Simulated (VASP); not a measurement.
Calculation: PBE GGA, VASP's PBE PAW potentials (set 64) (plane waves; VASP).

A VASP calculation is set up with these files.

File KPOINTS:
```
Automatic mesh
0
Gamma
7 7 7
0 0 0
```

### INCAR
```
# general
SYSTEM =SrO
PREC   =Accurate
ENCUT  =520
LREAL  =.False.
LASPH  =.True.

# electronic loop
EDIFF  =1E-6
NELM   =100   # most electronic steps
ALGO   =Normal
LMAXMIX=4

# smearing
ISMEAR =0
SIGMA  =0.05   # width (eV)

# functional
GGA    =PE   # PBE

# ions
ISIF   =2   # forces and stress, cell fixed

# output
LWAVE  =.False.
LCHARG =.False.
```

**POSCAR**
```
SrO
1.0
  0.0000000000   2.6316000000   2.6316000000
  2.6316000000   0.0000000000   2.6316000000
  2.6316000000   2.6316000000   0.0000000000
Sr O
1 1
Cartesian
  0.0000000000   0.0000000000   0.0000000000
  2.6316000000   2.6316000000   2.6316000000
```

POTCAR, in this order: Sr_sv O (PBE.64 set). Program: vasp_std.

Output of the run:

**OUTCAR**
```
 ion  position               nearest neighbor table
   1  0.000  0.000  0.000-   2 2.63   2 2.63   2 2.63   2 2.63   2 2.63   2 2.63
   2  0.500  0.500  0.500-   1 2.63   1 2.63   1 2.63   1 2.63   1 2.63   1 2.63
  LATTYP: Found a face centered cubic cell.
 ALAT       =     5.2632000000
 Subroutine PRICEL returns:
 Original cell was already a primitive cell.
 Subroutine GETGRP returns: Found 48 space group operations
The static configuration has the point symmetry O_h .
The dynamic configuration has the point symmetry O_h .
 Subroutine INISYM returns: Found 48 space group operations
 Subroutine IBZKPT returns following result:
 Found     20 irreducible k-points:

 Following reciprocal coordinates:
            Coordinates               Weight
  0.000000  0.000000  0.000000      1.000000
  0.142857  0.000000  0.000000      8.000000
  0.285714  0.000000  0.000000      8.000000
  0.428571  0.000000  0.000000      8.000000
  0.142857  0.142857  0.000000      6.000000
  0.285714  0.142857  0.000000     24.000000
  0.428571  0.142857  0.000000     24.000000
 -0.428571  0.142857  0.000000     24.000000
 -0.285714  0.142857  0.000000     24.000000
 -0.142857  0.142857  0.000000     12.000000
  0.285714  0.285714  0.000000      6.000000
  0.428571  0.285714  0.000000     24.000000
 -0.428571  0.285714  0.000000     24.000000
 -0.285714  0.285714  0.000000     12.000000
  0.428571  0.428571  0.000000      6.000000
 -0.428571  0.428571  0.000000     12.000000
  0.428571  0.285714  0.142857     24.000000
 -0.428571  0.285714  0.142857     48.000000
 -0.428571  0.428571  0.142857     24.000000
 -0.285714  0.428571  0.142857     24.000000
   k-points           NKPTS =     20   k-points in BZ     NKDIM =     20   number of bands    NBANDS=     12
   number of dos      NEDOS =    301   number of ions     NIONS =      2
   total plane-waves  NPLWV =  21952
   dimension x,y,z NGX =    28 NGY =   28 NGZ =   28
...
```

### OSZICAR
```
       N       E                     dE             d eps       ncg     rms          rms(c)
DAV:   1     0.730726599260E+02    0.73073E+02   -0.85399E+03   480   0.129E+03
DAV:   2    -0.108207111314E+02   -0.83893E+02   -0.76942E+02   696   0.244E+02
DAV:   3    -0.141593045276E+02   -0.33386E+01   -0.33139E+01   624   0.474E+01
DAV:   4    -0.142450893685E+02   -0.85785E-01   -0.85767E-01   680   0.674E+00
DAV:   5    -0.142464413621E+02   -0.13520E-02   -0.13520E-02   620   0.711E-01    0.148E+01
DAV:   6    -0.121817280915E+02    0.20647E+01   -0.10687E+01   552   0.237E+01    0.179E+01
DAV:   7    -0.120523871697E+02    0.12934E+00   -0.67754E-01   596   0.706E+00    0.101E+01
DAV:   8    -0.120441530154E+02    0.82342E-02   -0.14335E-01   500   0.424E+00    0.754E-01
DAV:   9    -0.120450452948E+02   -0.89228E-03   -0.12918E-02   656   0.949E-01    0.232E-01
DAV:  10    -0.120457469147E+02   -0.70162E-03   -0.10660E-03   524   0.334E-01    0.813E-02
DAV:  11    -0.120458974225E+02   -0.15051E-03   -0.22837E-04   556   0.131E-01    0.508E-02
DAV:  12    -0.120459122876E+02   -0.14865E-04   -0.24308E-05   560   0.496E-02    0.304E-02
DAV:  13    -0.120459116401E+02    0.64748E-06   -0.40922E-06   592   0.242E-02
   1 F= -.12045912E+02 E0= -.12045912E+02  d E =-.164765E-16
```

### OUTCAR
```
------------------------ aborting loop because EDIFF is reached ----------------------------------------
  FORCE on cell =-STRESS in cart. coord.  units (eV):
  Direction    XX          YY          ZZ          XY          YZ          ZX
  --------------------------------------------------------------------------------------
  Total       -0.5929927     -0.5929927     -0.5929927     -0.0000000      0.0000000      0.0000000
  in kB      -26.0657527    -26.0657527    -26.0657527     -0.0000000      0.0000000      0.0000000
  external PRESSURE =     -26.0657527 kB  Pullay stress =       0.0000000 kB
  volume of cell :       36.45
      direct lattice vectors                 reciprocal lattice vectors
     0.000000000  2.631600000  2.631600000    -0.189998480  0.189998480  0.189998480
     2.631600000  0.000000000  2.631600000     0.189998480 -0.189998480  0.189998480
     2.631600000  2.631600000  0.000000000     0.189998480  0.189998480 -0.189998480
  FREE ENERGIE OF THE ION-ELECTRON SYSTEM (eV)
  ---------------------------------------------------
  free  energy   TOTEN  =       -12.0459116401 eV

  energy  without entropy=      -12.0459116401  energy(sigma->0) =      -12.04591164
```
(Selected blocks of OUTCAR.)

The compound is SrO in the rock salt structure. The cell was not relaxed at this level.
